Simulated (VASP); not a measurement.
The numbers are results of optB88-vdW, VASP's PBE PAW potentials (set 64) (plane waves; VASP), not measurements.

Input for VASP

**INCAR**
```
SYSTEM = PbO
PREC = Accurate
ENCUT = 580
EDIFF = 1E-6
NELM = 100
ALGO = Normal
LREAL = .FALSE.
LASPH = .TRUE.
ISMEAR = 0
SIGMA = 0.05
GGA = BO
PARAM1 = 0.1833333333
PARAM2 = 0.22
LUSE_VDW = .TRUE.
AGGAC = 0.0
LMAXMIX = 4
LWAVE = .FALSE.
LCHARG = .FALSE.
IBRION = 2
ISIF = 3
NSW = 60
EDIFFG = -0.02
```

POSCAR:
```
PbO
1.0
  3.9897546468   0.0000000000   0.0000000000
  0.0000000000   3.9897546468   0.0000000000
  0.0000000000   0.0000000000   5.0320870862
Pb O
2 2
Cartesian
  1.9948773234   0.0000000000   3.8460417839
  0.0000000000   1.9948773234   1.1860453023
  1.9948773234   1.9948773234   0.0000000000
  0.0000000000   0.0000000000   5.0320870862
```

**KPOINTS**
```
Automatic mesh
0
Gamma
5 5 4
0 0 0
```

POTCAR, in this order: Pb_d O (PBE.64 set). Program: vasp_std.

Energy and stress use the plane-wave basis of the starting cell.

Estimate the energy per atom (σ→0), volume per atom.

energy per atom (σ→0): -3.013 eV/atom
volume per atom: 20.69 Å^3/atom

**OSZICAR**
```
...
DAV:   1    -0.120596931457E+02   -0.77932E-02   -0.71591E-01  1328   0.828E+00    0.525E-01
DAV:   2    -0.120541625020E+02    0.55306E-02   -0.19807E-02  1336   0.192E+00    0.224E-01
DAV:   3    -0.120527342785E+02    0.14282E-02   -0.39006E-03  1280   0.112E+00    0.103E-01
DAV:   4    -0.120525409623E+02    0.19332E-03   -0.10871E-03  1240   0.321E-01    0.312E-02
DAV:   5    -0.120525215429E+02    0.19419E-04   -0.13316E-04  1120   0.163E-01    0.880E-03
DAV:   6    -0.120525205252E+02    0.10177E-05   -0.18496E-05  1264   0.601E-02    0.372E-03
DAV:   7    -0.120525205857E+02   -0.60522E-07   -0.16132E-06   624   0.124E-02
   5 F= -.12052521E+02 E0= -.12052521E+02  d E =-.192408E-02
```

The compound is PbO in the litharge structure. This run relaxes it. Symmetry was kept, so distortions that lower it aren't found. The start is the result of an earlier pass.
